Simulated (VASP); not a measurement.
Level of theory: PBE GGA, VASP's PBE PAW potentials (set 64) (plane waves; VASP).

A VASP calculation is set up with these files.

### INCAR
```
! general
SYSTEM   =  CdS
PREC     =  Accurate
ENCUT    =  520
LREAL    =  .FALSE.
LASPH    =  .TRUE.

! electronic loop
EDIFF    =  1E-6   ! SCF stop (eV)
NELM     =  100
ALGO     =  Normal
LMAXMIX  =  4   ! l cut-off of mixed one-centre charges

! smearing
ISMEAR   =  0   ! Gaussian
SIGMA    =  0.05   ! width (eV)

! functional
GGA      =  PE   ! PBE

! output
LWAVE    =  .FALSE.
LCHARG   =  .TRUE.
```

POSCAR:
```
CdS
1
    2.1034150807    -3.6432216091     0.0000000000
    2.1034150807     3.6432216091     0.0000000000
    0.0000000000     0.0000000000     6.8323101022
Cd S
2 2
Direct
  0.6666670000   0.3333330000   0.5000025332
  0.3333330000   0.6666670000   0.0000025332
  0.6666670000   0.3333330000   0.8769974668
  0.3333330000   0.6666670000   0.3769974668
```

**KPOINTS**
```
Automatic mesh
0
Gamma
6 6 3
0 0 0
```

POTCAR, in this order: Cd S (PBE.64 set). Program: vasp_std.

What VASP printed:

File OUTCAR:
```
 ion  position               nearest neighbor table
   1  0.667  0.333  0.500-   4 2.57   4 2.57   4 2.57   3 2.58
   2  0.333  0.667  0.000-   3 2.57   3 2.57   3 2.57   4 2.58
   3  0.667  0.333  0.877-   2 2.57   2 2.57   2 2.57   1 2.58
   4  0.333  0.667  0.377-   1 2.57   1 2.57   1 2.57   2 2.58
  LATTYP: Found a hexagonal cell.
 ALAT       =     4.2068300054
 C/A-ratio  =     1.6240994034
 Subroutine PRICEL returns:
 Original cell was already a primitive cell.
 Subroutine GETGRP returns: Found 12 space group operations
The static configuration has the point symmetry C_3v.
 The point group associated with its full space group is C_6v.
The dynamic configuration has the point symmetry C_3v.
 Subroutine INISYM returns: Found 12 space group operations
 Subroutine IBZKPT returns following result:
 Found     14 irreducible k-points:

 Following reciprocal coordinates:
            Coordinates               Weight
  0.000000  0.000000  0.000000      1.000000
  0.166667  0.000000  0.000000      6.000000
  0.333333 -0.000000  0.000000      6.000000
  0.500000 -0.000000  0.000000      3.000000
  0.166667  0.166667  0.000000      6.000000
  0.333333  0.166667  0.000000     12.000000
  0.333333  0.333333  0.000000      2.000000
  0.000000  0.000000  0.333333      2.000000
  0.166667  0.000000  0.333333     12.000000
  0.333333 -0.000000  0.333333     12.000000
  0.500000 -0.000000  0.333333      6.000000
  0.166667  0.166667  0.333333     12.000000
  0.333333  0.166667  0.333333     24.000000
  0.333333  0.333333  0.333333      4.000000
   k-points           NKPTS =     14   k-points in BZ     NKDIM =     14   number of bands    NBANDS=     22
   number of dos      NEDOS =    301   number of ions     NIONS =      4
   total plane-waves  NPLWV =  55296
   dimension x,y,z NGX =    32 NGY =   32 NGZ =   54
   dimension x,y,z NGXF=    64 NGYF=   64 NGZF=  108
   ions per type =               2   2
...
```

File OSZICAR:
```
       N       E                     dE             d eps       ncg     rms          rms(c)
DAV:   1     0.250883591997E+03    0.25088E+03   -0.17795E+04   616   0.149E+03
DAV:   2     0.149022148421E+01   -0.24939E+03   -0.24506E+03   682   0.359E+02
DAV:   3    -0.132266117501E+02   -0.14717E+02   -0.14625E+02   742   0.856E+01
DAV:   4    -0.134000826584E+02   -0.17347E+00   -0.17336E+00   706   0.935E+00
DAV:   5    -0.134029141082E+02   -0.28314E-02   -0.28314E-02   760   0.118E+00    0.106E+01
DAV:   6    -0.123161157410E+02    0.10868E+01   -0.26400E+00   786   0.163E+01    0.843E+00
DAV:   7    -0.123002073618E+02    0.15908E-01   -0.78561E-01   706   0.515E+00    0.399E+00
DAV:   8    -0.122983468437E+02    0.18605E-02   -0.10884E-01   708   0.350E+00    0.507E-01
DAV:   9    -0.122961787033E+02    0.21681E-02   -0.21988E-02   818   0.186E+00    0.153E-01
DAV:  10    -0.122964278101E+02   -0.24911E-03   -0.16208E-03   700   0.407E-01    0.113E-01
DAV:  11    -0.122965366465E+02   -0.10884E-03   -0.21620E-04   762   0.108E-01    0.107E-01
DAV:  12    -0.122965880966E+02   -0.51450E-04   -0.20612E-04   670   0.794E-02    0.245E-02
DAV:  13    -0.122965866592E+02    0.14374E-05   -0.15802E-05   772   0.297E-02    0.578E-03
DAV:  14    -0.122965879139E+02   -0.12547E-05   -0.17584E-06   540   0.798E-03    0.920E-03
DAV:  15    -0.122965872798E+02    0.63407E-06   -0.13209E-06   554   0.785E-03
   1 F= -.12296587E+02 E0= -.12296587E+02  d E =-.165049E-14
```

OUTCAR:
```
------------------------ aborting loop because EDIFF is reached ----------------------------------------
  FORCE on cell =-STRESS in cart. coord.  units (eV):
  Direction    XX          YY          ZZ          XY          YZ          ZX
  --------------------------------------------------------------------------------------
  Total       -0.0188287     -0.0188287      0.0368888      0.0000000      0.0000000      0.0000000
  in kB       -0.2880859     -0.2880859      0.5644125      0.0000000      0.0000000      0.0000000
  external PRESSURE =      -0.0039198 kB  Pullay stress =       0.0000000 kB
  volume of cell :      104.71
      direct lattice vectors                 reciprocal lattice vectors
     2.103415081 -3.643221609  0.000000000     0.237708669 -0.137241171  0.000000000
     2.103415081  3.643221609  0.000000000     0.237708669  0.137241171  0.000000000
     0.000000000  0.000000000  6.832310102     0.000000000  0.000000000  0.146363380
  FREE ENERGIE OF THE ION-ELECTRON SYSTEM (eV)
  ---------------------------------------------------
  free  energy   TOTEN  =       -12.2965872798 eV

  energy  without entropy=      -12.2965872798  energy(sigma->0) =      -12.29658728
```
(Selected blocks of OUTCAR.)

The compound is CdS in the wurtzite structure. It was relaxed first.
